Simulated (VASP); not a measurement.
# A vacancy on the Cu site in Cu

How easily does a vacancy on the Cu site form in Cu? The host is relaxed first, then a supercell is run with and without the defect.

Program: VASP 6.6.1. Level of theory: PBEsol; plane waves and PAW (Cu). Results are calculated unless marked as measured.

### 1. The host crystal

It takes space group Fm-3m (No. 225, cubic). Conventional cell: a = 3.610 Å, b = 3.610 Å, c = 3.610 Å, α = 90.00°, β = 90.00°, γ = 90.00°. Nearest to Cu lie 12 Cu at 2.55 Å.

### 2. The host at zero pressure

The later steps need the crystal at this functional's own lattice; a raised cutoff keeps the stress reliable while the cell changes.

INCAR reads:

```
SYSTEM = Cu
PREC = Accurate
ENCUT = 390
EDIFF = 1E-06
NELM = 120
ISMEAR = 1
SIGMA = 0.15
LREAL = .FALSE.
ALGO = Normal
GGA = PS
NBANDS = 11
LASPH = .TRUE.
LORBIT = 11
LWAVE = .FALSE.
LCHARG = .FALSE.
KPAR = 8
IBRION = 2
NSW = 40
ISIF = 3
EDIFFG = -0.02
POTIM = 0.4
```

POSCAR reads:

```
Cu
1.0
    0.0000000000      1.8050000000      1.8050000000
    1.8050000000      0.0000000000      1.8050000000
    1.8050000000      1.8050000000      0.0000000000
Cu
1
Direct
    0.0000000000      0.0000000000      0.0000000000
```

KPOINTS reads:

```
Automatic mesh
0
Gamma
16 16 16
0 0 0
```

Potentials, in the order of the species: Cu (PBE family, release 64).

On the command line:

```bash
mpirun -np 8 vasp_std
```

The program printed:

```text
[banner, memory and clock lines left out]
running    8 mpi-ranks, on    1 nodes
 distrk:  each k-point on    1 cores,    8 groups
 distr:  one band on    1 cores,    1 groups

 POSCAR found type information on POSCAR Cu
 POSCAR found :  1 types and       1 ions
|                                                                             |
|           W    W    AA    RRRRR   N    N  II  N    N   GGGG   !!!           |
|           W    W   A  A   R    R  NN   N  II  NN   N  G    G  !!!           |
|           W    W  A    A  R    R  N N  N  II  N N  N  G       !!!           |
|           W WW W  AAAAAA  RRRRR   N  N N  II  N  N N  G  GGG   !            |
|           WW  WW  A    A  R   R   N   NN  II  N   NN  G    G                |
|           W    W  A    A  R    R  N    N  II  N    N   GGGG   !!!           |
|                                                                             |
|     For optimal performance we recommend to set                             |
|       NCORE = 2 up to number-of-cores-per-socket                            |
|     NCORE specifies how many cores store one orbital (NPAR=cpu/NCORE).      |
|     This setting can greatly improve the performance of VASP for DFT.       |
|     The default, NCORE=1 might be grossly inefficient on modern             |
|     multi-core architectures or massively parallel machines. Do your        |
|     Unfortunately you need to use the default for GW and RPA                |
|     calculations (for HF NCORE is supported but not extensively tested      |
|     yet).                                                                   |
|                                                                             |

|                                                                             |
|               ----> ADVICE to this user running VASP <----                  |
|                                                                             |
|     You enforced a specific xc type in the INCAR file but a different       |
|     [... a line on the potential file left out ...]
|     I HOPE YOU KNOW WHAT YOU ARE DOING!                                     |
|                                                                             |

 LDA part: xc-table for (Slater+PW92), standard interpolation
 POSCAR, INCAR and KPOINTS ok, starting setup
 FFT: planning ... GRIDC
 FFT: planning ... GRID_SOFT
 FFT: planning ... GRID
 WAVECAR not read
 entering main loop
       N       E                     dE             d eps       ncg     rms          rms(c)
DAV:   1     0.340804578444E+02    0.34080E+02   -0.45942E+03  3505   0.136E+03
DAV:   2    -0.458405292474E+01   -0.38665E+02   -0.35831E+02  3259   0.181E+02
DAV:   3    -0.537868416631E+01   -0.79463E+00   -0.78943E+00  3616   0.325E+01
DAV:   4    -0.538322006424E+01   -0.45359E-02   -0.45355E-02  3553   0.215E+00
DAV:   5    -0.538326872071E+01   -0.48656E-04   -0.48655E-04  3603   0.226E-01    0.837E+00
DAV:   6    -0.476963436671E+01    0.61363E+00   -0.18426E+01  3687   0.856E+01    0.439E+00
DAV:   7    -0.431667086368E+01    0.45296E+00   -0.28701E+00  3685   0.336E+01    0.541E-01
DAV:   8    -0.430563215933E+01    0.11039E-01   -0.69486E-03  3722   0.152E+00    0.350E-01
DAV:   9    -0.430343679130E+01    0.21954E-02   -0.13111E-02  3716   0.206E+00    0.280E-02
DAV:  10    -0.430344009518E+01   -0.33039E-05   -0.53386E-05  4698   0.131E-01    0.616E-03
DAV:  11    -0.430344127252E+01   -0.11773E-05   -0.50775E-07  2325   0.137E-02    0.486E-04
DAV:  12    -0.430344125213E+01    0.20399E-07   -0.62199E-08  1802   0.299E-03
   1 F= -.43034413E+01 E0= -.43034364E+01  d E =-.430344E+01
 curvature:   0.00 expect dE= 0.000E+00 dE for cont linesearch  0.000E+00
 trial: gam= 0.00000 g(F)=  0.131E-62 g(S)=  0.210E-01 ort = 0.000E+00 (trialstep = 0.100E+01)
 search vector abs. value=  0.210E-01
 bond charge predicted
       N       E                     dE             d eps       ncg     rms          rms(c)
DAV:   1    -0.491650803607E+01   -0.61307E+00   -0.97449E+00  3736   0.663E+01    0.659E+00
DAV:   2    -0.454139765985E+01    0.37511E+00   -0.89455E+00  3643   0.594E+01    0.276E+00
DAV:   3    -0.432518455945E+01    0.21621E+00   -0.13486E+00  3658   0.233E+01    0.815E-01
DAV:   4    -0.431172759468E+01    0.13457E-01   -0.10006E-02  3573   0.127E+00    0.114E-01
DAV:   5    -0.431122721581E+01    0.50038E-03   -0.33058E-03  3722   0.117E+00    0.341E-02
DAV:   6    -0.431120975823E+01    0.17458E-04   -0.46737E-05  4501   0.115E-01    0.631E-03
DAV:   7    -0.431120844492E+01    0.13133E-05   -0.25587E-06  2145   0.278E-02    0.639E-04
DAV:   8    -0.431120855703E+01   -0.11212E-06   -0.93505E-08  1700   0.448E-03
   2 F= -.43112086E+01 E0= -.43112241E+01  d E =-.776730E-02
 trial-energy change:   -0.007767  1 .order   -0.007245   -0.020951    0.006461
 step:   0.7837(harm=  0.7643)  dis= 0.00000  next Energy=    -4.311902 (dE=-0.846E-02)
 bond charge predicted
       N       E                     dE             d eps       ncg     rms          rms(c)
DAV:   1    -0.433926919132E+01   -0.28061E-01   -0.46762E-01  3730   0.155E+01    0.136E+00
DAV:   2    -0.432052131108E+01    0.18748E-01   -0.35859E-01  3637   0.117E+01    0.520E-01
DAV:   3    -0.431265326105E+01    0.78681E-02   -0.54954E-02  3631   0.473E+00    0.194E-01
DAV:   4    -0.431189909784E+01    0.75416E-03   -0.10433E-03  3882   0.356E-01    0.108E-02
DAV:   5    -0.431190048144E+01   -0.13836E-05   -0.91588E-06  3708   0.453E-02    0.617E-03
DAV:   6    -0.431190073032E+01   -0.24888E-06   -0.14186E-06  2104   0.192E-02
   3 F= -.43119007E+01 E0= -.43119145E+01  d E =-.845948E-02
 curvature:  -0.38 expect dE=-0.667E-09 dE for cont linesearch -0.667E-09
 trial: gam=-0.00029 g(F)=  0.265E-62 g(S)=  0.176E-08 ort = 0.607E-05 (trialstep = 0.957E+00)
 search vector abs. value=  0.100E-09
 reached required accuracy - stopping structural energy minimisation
```

Wall time 5.4 s (8 MPI ranks of Intel Xeon 6975P-C (Granite Rapids), shared host); peak memory 0.91 GiB.

The logs omit lines about the potential files and the build; timing stands in the text.

Parts of OUTCAR (step 2):

```text
ion  position               nearest neighbor table
   1  0.000  0.000  0.000-

  LATTYP: Found a face centered cubic cell.
 ALAT       =     3.6100000000

 Subroutine GETGRP returns: Found 48 space group operations
 (whereof 48 operations were pure point group operations)

The static configuration has the point symmetry O_h .

 Found    145 irreducible k-points:

   k-points           NKPTS =    145   k-points in BZ     NKDIM =    145   number of bands    NBANDS=     11

   dimension x,y,z NGX =    16 NGY =   16 NGZ =   16
   dimension x,y,z NGXF=    32 NGYF=   32 NGZF=   32

   ENCUT  =  390.0 eV  28.66 Ry    5.35 a.u.   4.11  4.11  4.11*2*pi/ulx,y,z

   NELECT =      11.0000    total number of electrons

 k-points in reciprocal lattice and weights: Automatic mesh
   0.00000000  0.00000000  0.00000000       0.000
   0.06250000  0.00000000  0.00000000       0.002
   0.12500000  0.00000000  0.00000000       0.002
   0.18750000  0.00000000  0.00000000       0.002
   0.25000000  0.00000000  0.00000000       0.002
   0.31250000  0.00000000  0.00000000       0.002
   0.37500000  0.00000000  0.00000000       0.002
   0.43750000  0.00000000  0.00000000       0.002
   0.50000000  0.00000000  0.00000000       0.001
[...]
-0.31250000  0.50000000  0.18750000       0.003
  -0.25000000  0.50000000  0.25000000       0.001

 average (electrostatic) potential at core
       1 -63.1285

 E-fermi :   7.9007

 k-point     1 :       0.0000    0.0000    0.0000
  band No.  band energies     occupation
    ...
      2       4.7884      2.00000
      3       4.7884      2.00000
      4       4.7884      2.00000
      5       5.6776      2.00000
      6       5.6776      2.00000
      7      30.8702      0.00000
      8      33.8176      0.00000
      9      33.8177      0.00000
     10      33.8177      0.00000
     11      36.3373      0.00000

 k-point     2 :       0.0625    0.0000    0.0000
  band No.  band energies     occupation
    ...
      2       4.7556      2.00000
      3       4.8171      2.00000
      4       4.8171      2.00000
      5       5.6661      2.00000
      6       5.6661      2.00000
      7      30.0675      0.00000
      8      32.2079      0.00000
      9      33.3677      0.00000
     10      33.3677      0.00000
     11      36.9869      0.00000

 k-point     3 :       0.1250    0.0000    0.0000
  band No.  band energies     occupation
    ...
      2       4.6683      2.00000
      3       4.8881      2.00000
      4       4.8881      2.00000
      5       5.6453      2.00000
      6       5.6453      2.00000
      7      27.1908      0.00000
      8      31.5931      0.00000
      9      32.6012      0.00000
     10      32.6012      0.00000
     11      38.1945      0.00000

  Total       -0.0001232     -0.0001232     -0.0001232      0.0000000      0.0000000      0.0000000
  in kB       -0.0174472     -0.0174472     -0.0174472      0.0000000      0.0000000      0.0000000
  external PRESSURE =      -0.0174472 kB  Pullay stress =       0.0000000 kB

  energy-cutoff  :      390.00
  volume of cell :       11.31
      direct lattice vectors                 reciprocal lattice vectors
    -0.000000000  1.781776794  1.781776794    -0.280618763  0.280618763  0.280618763
     1.781776794  0.000000000  1.781776794     0.280618763 -0.280618763  0.280618763
     1.781776794  1.781776794 -0.000000000     0.280618763  0.280618763 -0.280618763

 POSITION                                       TOTAL-FORCE (eV/Angst)
 -----------------------------------------------------------------------------------
     -0.00000      0.00000      0.00000        -0.000000      0.000000      0.000000
 -----------------------------------------------------------------------------------
    total drift:                                0.000000     -0.000000     -0.000000

  FREE ENERGIE OF THE ION-ELECTRON SYSTEM (eV)
  ---------------------------------------------------
  free  energy   TOTEN  =        -4.3119007303 eV

  energy  without entropy=       -4.3119421484  energy(sigma->0) =       -4.31191454

 reached required accuracy - stopping structural energy minimisation

 total charge
# of ion       s       p       d       tot
------------------------------------------
    1        0.466   0.417   9.171  10.054

[... 3 further parts left out ...]
```

CONTCAR:

```
Cu
   1.00000000000000
    -0.0000000000000000    1.7817767937335711    1.7817767937335711
     1.7817767937335711    0.0000000000000000    1.7817767937335711
     1.7817767937335711    1.7817767937335711   -0.0000000000000000
  Cu
     1
Direct
     0.0000000000000000    0.0000000000000000    0.0000000000000000
```

This run has no spin polarisation. Its electron count is odd, so without a moment it is a metal by construction. The PAW data sets were made with PBE, which is usual practice but a small mismatch for other functionals. The run keeps the 48 symmetry operations of its start, so it cannot find a distortion of lower symmetry.

The steps of the relaxation:

```csv
step,energy less that of the first step (eV),largest force (eV/Å),pressure (GPa),volume (Å³)
1,0.0000,0.0000,-5.79,11.76
2,-0.0078,0.0000,1.88,11.19
3,-0.0085,0.0000,0.00,11.31
```

| conventional cell, symmetrised | before | after | change |
| --- | --- | --- | --- |
| a (Å) | 3.610 | 3.564 | -1.3 % |
| b (Å) | 3.610 | 3.564 | -1.3 % |
| c (Å) | 3.610 | 3.564 | -1.3 % |
| volume (Å³/atom) | 11.76 | 11.31 | -3.8 % |

The relaxed structure:

```xyz
1
Lattice="0.0000 1.7818 1.7818 1.7818 0.0000 1.7818 1.7818 1.7818 0.0000" Properties=species:S:1:pos:R:3 pbc="T T T"
Cu    0.0000    0.0000    0.0000
```

This step gave:

| Property | Result |
| --- | --- |
| electronic cycles | 26 |
| electrons | 11 |
| free energy (TOTEN) | -4.312 eV |
| Fermi energy | 7.901 eV |
| labelled metallic, from the levels on this mesh | yes |

The run ended after 3 ionic steps, 0.008 eV below its first step, once forces and stress met EDIFFG = -0.02.

[end of part 1 of 3]

[Lines on the potential files, build, host, timing and source positions are cut from VASP's logs without a mark.]

[Logs are printed without paths, hosts, clocks, repeated set-up lines and the standing remarks that a program may print on its own settings, such as how far it seeks lower states.]

[Hosts, paths, dates, database ids (printed as entryN), source tags and the programs' standing remarks are cut or masked in the printed files.]

[In band tables of VASP the shares of atoms and orbitals are scaled to a sum of 1 inside the atoms' spheres.]

[Runs that stopped without an error message from VASP are left out.]
